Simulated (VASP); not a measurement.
# Si53B (a cell with a defect) in VASP: relaxation of the atoms with PBE

Aim: the relaxation of the atoms of Si53B (a cell with a defect) with PBE.

All numbers are computed with VASP 6.6.1; they aren't measurements. Logs are shortened: lines on timing, memory, paths and dates and some standing lists are left out, and cuts for length are marked.

## Step 1: Starting point

The cell holds a defect, 54 atoms: a = 11.601 Å, b = 11.601 Å, c = 11.601 Å, α = 60.00°, β = 60.00°, γ = 60.00°.

## Step 2: Relaxation of the atoms, PBE, collinear spin, ferromagnetic start

INCAR

```
SYSTEM = Si53B
PREC = Normal ; ENCUT = 450
EDIFF = 1E-6 ; ISMEAR = 0
SIGMA = 0.01 ; LREAL = Auto
LASPH = .TRUE. ; NELM = 150
ALGO = Normal ; ISIF = 2
LWAVE = .FALSE. ; LCHARG = .FALSE.
ISPIN = 2 ; MAGMOM = 0.2 0 0 0 0 0 0 0 0 0 0 0 0 0 0 0 0 0 0 0 0 0 0 0 0 0 0 0.2 0 0 0.2 0 0 0 0 0 0 0 0.2 0 0 0 0.2 0 0 0 0 0 0 0 0 0 0 0
LORBIT = 11 ; GGA = PE
IBRION = 2 ; NSW = 70
EDIFFG = -0.025 ; AMIX = 0.2
BMIX = 1E-4 ; AMIX_MAG = 0.8
BMIX_MAG = 1E-4 ; ICORELEVEL = 1
LUSENCCL = .FALSE.
```

KPOINTS

```
Automatic mesh
0
G
  2 2 2
  0 0 0
```

POSCAR

```
Si53B
1.0
   -8.2028910000      8.2028910000      0.0000000000
   -8.2028910000      0.0000000000      8.2028910000
    0.0000000000      8.2028910000      8.2028910000
B Si
1 53
Direct
    0.7500000000      0.7500000000      0.7500000000
    0.0833333300      0.7500000000      0.7500000000
    0.7500000000      0.0833333300      0.7500000000
    0.7500000000      0.7500000000      0.0833333300
    0.4166666700      0.7500000000      0.7500000000
    0.0833333300      0.0833333300      0.7500000000
    0.0833333300      0.7500000000      0.0833333300
    0.7500000000      0.4166666700      0.7500000000
    0.7500000000      0.0833333300      0.0833333300
    0.7500000000      0.7500000000      0.4166666700
    0.4166666700      0.0833333300      0.7500000000
    0.4166666700      0.7500000000      0.0833333300
    0.0833333300      0.4166666700      0.7500000000
    0.0833333300      0.0833333300      0.0833333300
    0.0833333300      0.7500000000      0.4166666700
    0.7500000000      0.4166666700      0.0833333300
    0.7500000000      0.0833333300      0.4166666700
    0.4166666700      0.4166666700      0.7500000000
    0.4166666700      0.0833333300      0.0833333300
    0.4166666700      0.7500000000      0.4166666700
    0.0833333300      0.4166666700      0.0833333300
    0.0833333300      0.0833333300      0.4166666700
    0.7500000000      0.4166666700      0.4166666700
    0.4166666700      0.4166666700      0.0833333300
    0.4166666700      0.0833333300      0.4166666700
    0.0833333300      0.4166666700      0.4166666700
    0.4166666700      0.4166666700      0.4166666700
    0.8333333300      0.8333333300      0.5000000000
    0.1666666700      0.8333333300      0.5000000000
    0.8333333300      0.1666666700      0.5000000000
    0.8333333300      0.8333333300      0.8333333300
    0.5000000000      0.8333333300      0.5000000000
    0.1666666700      0.1666666700      0.5000000000
    0.1666666700      0.8333333300      0.8333333300
    0.8333333300      0.5000000000      0.5000000000
    0.8333333300      0.1666666700      0.8333333300
    0.8333333300      0.8333333300      0.1666666700
    0.5000000000      0.1666666700      0.5000000000
    0.5000000000      0.8333333300      0.8333333300
    0.1666666700      0.5000000000      0.5000000000
    0.1666666700      0.1666666700      0.8333333300
    0.1666666700      0.8333333300      0.1666666700
    0.8333333300      0.5000000000      0.8333333300
    0.8333333300      0.1666666700      0.1666666700
    0.5000000000      0.5000000000      0.5000000000
    0.5000000000      0.1666666700      0.8333333300
    0.5000000000      0.8333333300      0.1666666700
    0.1666666700      0.5000000000      0.8333333300
    0.1666666700      0.1666666700      0.1666666700
    0.8333333300      0.5000000000      0.1666666700
    0.5000000000      0.5000000000      0.8333333300
    0.5000000000      0.1666666700      0.1666666700
    0.1666666700      0.5000000000      0.1666666700
    0.5000000000      0.5000000000      0.1666666700
```

Potentials or basis: VASP PAW PBE potentials, release 64 (B, Si).

Run with:

```console
> cat potpaw_PBE.64/B/POTCAR potpaw_PBE.64/Si/POTCAR > POTCAR
> mpirun -np 1 vasp_std > vasp.out
```

OUTCAR:

```text
SYSTEM = Si53B
   PREC = Normal
   ENCUT = 450
   EDIFF = 1E-6
   ISMEAR = 0
   LREAL = Auto
   LASPH = .TRUE.
   NELM = 150
   ISIF = 2
   ISPIN = 2
   LORBIT = 11
   GGA = PE
   IBRION = 2
   NSW = 70
   EDIFFG = -0.025
   AMIX = 0.2
   AMIX_MAG = 0.8

 ion  position               nearest neighbor table
   1  0.750  0.750  0.750-  31 2.37  28 2.37  39 2.37  43 2.37
   2  0.083  0.750  0.750-  29 2.37  31 2.37  34 2.37  48 2.37
   3  0.750  0.083  0.750-  30 2.37  31 2.37  36 2.37  46 2.37
   4  0.750  0.750  0.083-  31 2.37  37 2.37  47 2.37  50 2.37
   5  0.417  0.750  0.750-  39 2.37  34 2.37  32 2.37  51 2.37
   6  0.083  0.083  0.750-  34 2.37  36 2.37  33 2.37  41 2.37
[... 46 lines left out ...]
  53  0.167  0.500  0.167-  24 2.37  26 2.37   7 2.37  21 2.37
  54  0.500  0.500  0.167-  12 2.37  16 2.37  24 2.37  27 2.37

  LATTYP: Found a face centered cubic cell.
 ALAT       =    16.4057820000

  Lattice vectors:

 A1 = (  -8.2028910000,   8.2028910000,   0.0000000000)
 A2 = (  -8.2028910000,   0.0000000000,   8.2028910000)
 A3 = (   0.0000000000,   8.2028910000,   8.2028910000)

Analysis of symmetry for initial positions (statically):
=====================================================================
 Subroutine PRICEL returns:
 Original cell was already a primitive cell.

 Routine SETGRP: Setting up the symmetry group for a
 face centered cubic supercell.

 Subroutine GETGRP returns: Found 24 space group operations
 (whereof 24 operations were pure point group operations)
 out of a pool of 48 trial point group operations.

The static configuration has the point symmetry T_d .

Analysis of symmetry for dynamics (positions and initial velocities):
=====================================================================
 Subroutine PRICEL returns:
 Original cell was already a primitive cell.

 Routine SETGRP: Setting up the symmetry group for a
 face centered cubic supercell.

 Subroutine GETGRP returns: Found 24 space group operations
 (whereof 24 operations were pure point group operations)
 out of a pool of 48 trial point group operations.

The dynamic configuration has the point symmetry T_d .

Analysis of structural, dynamic, and magnetic symmetry:
=====================================================================
 Subroutine PRICEL returns:
 Original cell was already a primitive cell.

 Routine SETGRP: Setting up the symmetry group for a
 face centered cubic supercell.

 Subroutine GETGRP returns: Found 24 space group operations
 (whereof 24 operations were pure point group operations)
[... 492 lines left out ...]
  FREE ENERGIE OF THE ION-ELECTRON SYSTEM (eV)
  ---------------------------------------------------
  free  energy   TOTEN  =      -292.5221701798 eV

  energy  without entropy=     -292.5193420916  energy(sigma->0) =     -292.52075614

[... ionic steps 4 to 9 ...]

--------------------------------------- Ionic step       10  -------------------------------------------

 number of electron     215.0000011 magnetization       0.0040554

------------------------ aborting loop because EDIFF is reached ----------------------------------------
[... 171 lines left out ...]
--------------------------------------- Ionic step       12  -------------------------------------------

 number of electron     215.0000011 magnetization       0.0025868

 Free energy of the ion-electron system (eV)
  ---------------------------------------------------
  ext. energy  EPLUGINS =         0.00000000
  ---------------------------------------------------
  free energy    TOTEN  =      -292.68279433 eV

  energy without entropy =     -292.67988317  energy(sigma->0) =     -292.68133875

 the core state eigenenergies are
   1-  1s   -167.4935
   2-  1s  -1774.3042  2s   -128.2552  2p    -84.2823
   3-  1s  -1774.3042  2s   -128.2552  2p    -84.2823
   4-  1s  -1774.3042  2s   -128.2552  2p    -84.2823
   5-  1s  -1774.3042  2s   -128.2552  2p    -84.2823
   6-  1s  -1774.2592  2s   -128.2367  2p    -84.2619
   7-  1s  -1774.2592  2s   -128.2367  2p    -84.2619
[... 45 lines left out ...]
  53-  1s  -1774.2898  2s   -128.2625  2p    -84.2881
  54-  1s  -1774.2566  2s   -128.2324  2p    -84.2578

 E-fermi :   5.1572     XC(G=0):  -9.3036

 val. band max:        5.1490851061   @ k =   0.5000   0.0000   0.0000
 cond. band min:       5.5628804839   @ k =   0.0000   0.0000   0.0000
 fundamental gap:      0.4137953778
 Fermi energy:         5.1571770625

 spin component 1

 k-point     1 :       0.0000    0.0000    0.0000
  band No.  band energies     occupation
      1      -6.2467      1.00000
      2      -4.9481      1.00000
      3      -4.9297      1.00000
      4      -4.9297      1.00000
      5      -4.9297      1.00000
      6      -4.8661      1.00000
[... 355 lines left out ...]
    118       7.6177      0.00000
    119       7.6418      0.00000
 Fermi energy:         5.1571770625

 spin component 2

 k-point     1 :       0.0000    0.0000    0.0000
  band No.  band energies     occupation
      1      -6.2466      1.00000
      2      -4.9480      1.00000
      3      -4.9297      1.00000
      4      -4.9297      1.00000
      5      -4.9297      1.00000
      6      -4.8661      1.00000
[... 355 lines left out ...]
    118       7.6178      0.00000
    119       7.6419      0.00000
 [bands above 119 left out]

------------------------ aborting loop because EDIFF is reached ----------------------------------------

  FORCE on cell =-STRESS in cart. coord.  units (eV):
  Direction    XX          YY          ZZ          XY          YZ          ZX
  --------------------------------------------------------------------------------------
  -------------------------------------------------------------------------------------
  Total      -10.2330425    -10.2330425    -10.2330425      0.0000000      0.0000000     -0.0000000
  in kB      -14.8519863    -14.8519863    -14.8519863      0.0000000      0.0000000     -0.0000000
  external PRESSURE =     -14.8519863 kB  Pullay stress =       0.0000000 kB
[... 69 lines left out ...]
  FREE ENERGIE OF THE ION-ELECTRON SYSTEM (eV)
  ---------------------------------------------------
  free  energy   TOTEN  =      -292.6827943267 eV

  energy  without entropy=     -292.6798831698  energy(sigma->0) =     -292.68133875

 reached required accuracy - stopping structural energy minimisation

 total charge

# of ion       s       p       d       tot
------------------------------------------
    1        0.654   1.113   0.000   1.768
    2        0.751   0.915   0.000   1.666
    3        0.751   0.915   0.000   1.666
    4        0.751   0.915   0.000   1.666
    5        0.751   0.915   0.000   1.666
    6        0.750   0.927   0.000   1.677
[... 46 lines left out ...]
   53        0.750   0.925   0.000   1.675
   54        0.751   0.925   0.000   1.676
--------------------------------------------------
tot         40.423  49.812   0.000  90.235

 magnetization (x)

# of ion       s       p       d       tot
------------------------------------------
    1        0.000   0.000   0.000   0.000
    2        0.000   0.000   0.000   0.000
    3        0.000   0.000   0.000   0.000
    4        0.000   0.000   0.000   0.000
    5        0.000   0.000   0.000   0.000
    6       -0.000   0.000   0.000   0.000
[... 46 lines left out ...]
   53       -0.000   0.000   0.000   0.000
   54        0.000   0.000   0.000   0.000
--------------------------------------------------
tot          0.000   0.001   0.000   0.001
```

It took 33 min on 1 × NVIDIA H100 80GB with 1 thread of AMD EPYC 7R13 (Zen 3), shared host; peak memory 1.7 GiB.

Results:

| Item | Value |
| --- | --- |
| Free energy | -292.6828 eV |
| Energy gained by relaxing | 23.3 meV/atom |
| Ionic steps | 12 |
| Pressure after relaxing | -1.5 GPa |
| Largest force after relaxing | 0.009 eV/Å |
| Band gap on the k mesh | none (metal or under the smearing width) |
| Net moment | 0.00 μB per cell |
| Valence electrons inside the program's atomic spheres | B 1.77; Si 1.67, 1.68, 1.64 |

Forces on the atoms (eV/Å):
```
B    0.000  0.000  0.000
Si   0.004 -0.004 -0.001
Si   0.004 -0.001 -0.004
Si   0.001 -0.004 -0.004
Si  -0.004  0.004 -0.001
Si   0.002  0.002  0.002
Si  -0.002 -0.002  0.002
Si  -0.004 -0.001  0.004
Si  -0.002  0.002 -0.002
Si   0.001  0.004  0.004
Si  -0.001  0.004 -0.004
Si  -0.004  0.001 -0.004
Si  -0.001 -0.004  0.004
Si   0.002 -0.002 -0.002
Si   0.004  0.001  0.004
Si  -0.004 -0.004  0.001
Si   0.004  0.004  0.001
Si  -0.001 -0.001 -0.001
Si   0.000  0.000 -0.004
Si   0.001  0.001 -0.001
Si   0.000 -0.004  0.000
Si   0.004  0.000  0.000
Si   0.001 -0.001  0.001
Si  -0.004  0.000  0.000
Si   0.000  0.004  0.000
Si   0.000  0.000  0.004
Si  -0.001  0.001  0.001
Si  -0.002 -0.002 -0.002
Si   0.000  0.002 -0.002
Si   0.000 -0.002  0.002
Si  -0.002  0.002  0.002
Si   0.002  0.000 -0.002
Si   0.005  0.005  0.005
Si   0.000  0.000  0.003
Si   0.002 -0.002  0.000
Si   0.000  0.003  0.000
Si  -0.003  0.000  0.000
Si  -0.002  0.000  0.002
Si   0.002 -0.002  0.002
Si  -0.002  0.002  0.000
Si   0.003  0.000  0.000
Si   0.000 -0.003  0.000
Si   0.002  0.002 -0.002
Si   0.000  0.000 -0.003
Si   0.000  0.000  0.000
Si  -0.002 -0.002  0.000
Si   0.002  0.002  0.000
Si  -0.002  0.000 -0.002
Si   0.005 -0.005 -0.005
Si   0.002  0.000  0.002
Si   0.000 -0.002 -0.002
Si  -0.005  0.005 -0.005
Si  -0.005 -0.005  0.005
Si   0.000  0.002  0.002
```

Step by step:
```tsv
step	energy change (eV)	largest force (eV/Å)	pressure (GPa)
1	0.0000	2.0275	-1.19
2	-0.6866	1.3413	-1.34
3	-1.0959	0.5379	-1.51
4	-1.0975	0.5578	-1.51
5	-1.2386	0.1393	-1.54
6	-1.2405	0.1565	-1.54
7	-1.2540	0.0525	-1.53
8	-1.2548	0.0730	-1.50
9	-1.2551	0.0395	-1.51
10	-1.2562	0.0297	-1.49
11	-1.2562	0.0298	-1.49
12	-1.2565	0.0094	-1.49
```

Final structure:
```xyz
54
Lattice="-8.2029 8.2029 0.0000 -8.2029 0.0000 8.2029 0.0000 8.2029 8.2029" Properties=species:S:1:pos:R:3 pbc="T T T"
B   -12.3043   12.3043   12.3043
Si   -6.7979    6.7979   12.3230
Si   -6.7979   12.3230    6.7979
Si  -12.3230    6.7979    6.7979
Si   -9.6079    9.6079   12.3230
Si   -1.3631    6.8398    6.8398
Si   -6.8398    1.3631    6.8398
Si   -9.6079   12.3230    9.6079
Si   -6.8398    6.8398    1.3631
Si  -12.3230    9.6079    9.6079
Si   -4.0828    9.6079    6.7979
Si   -9.6079    4.0828    6.7979
Si   -4.0828    6.7979    9.6079
Si   -1.3631    1.3631    1.3631
Si   -6.7979    4.0828    9.6079
Si   -9.6079    6.7979    4.0828
Si   -6.7979    9.6079    4.0828
Si   -6.8345    9.5713    9.5713
Si   -4.1014    4.1014    1.3576
Si   -9.5713    6.8345    9.5713
Si   -4.1014    1.3576    4.1014
Si   -1.3576    4.1014    4.1014
Si   -9.5713    9.5713    6.8345
Si   -6.8453    4.1014    4.1014
Si   -4.1014    6.8453    4.1014
Si   -4.1014    4.1014    6.8453
Si   -6.8345    6.8345    6.8345
Si  -13.5231   11.0856   11.0856
Si   -8.1880    5.4718   10.9340
Si   -8.1880   10.9340    5.4718
Si  -13.5231   13.5231   13.5231
Si  -10.9340    8.2177   10.9340
Si   -2.7333    5.4696    5.4696
Si   -8.2029    8.2029   13.6616
Si  -10.9340   10.9340    8.2177
Si   -8.2029   13.6616    8.2029
Si  -13.6616    8.2029    8.2029
Si   -5.4718    8.2177    5.4718
Si  -11.0856   11.0856   13.5231
Si   -5.4718    5.4718    8.2177
Si   -2.7442    8.2029    8.2029
Si   -8.2029    2.7442    8.2029
Si  -11.0856   13.5231   11.0856
Si   -8.2029    8.2029    2.7442
Si   -8.2029    8.2029    8.2029
Si   -5.4718   10.9340    8.1880
Si  -10.9340    5.4718    8.1880
Si   -5.4718    8.1880   10.9340
Si   -2.7333    2.7333    2.7333
Si  -10.9340    8.1880    5.4718
Si   -8.2177   10.9340   10.9340
Si   -5.4696    5.4696    2.7333
Si   -5.4696    2.7333    5.4696
Si   -8.2177    5.4718    5.4718
```

Core levels (eV, on the scale of the bands):
```
atom                           levels
 1 B                        1s -167.5
2 Si  1s -1774.3, 2s -128.3, 2p -84.3
3 Si  1s -1774.3, 2s -128.3, 2p -84.3
4 Si  1s -1774.3, 2s -128.3, 2p -84.3
5 Si  1s -1774.3, 2s -128.3, 2p -84.3
6 Si  1s -1774.3, 2s -128.2, 2p -84.3
```
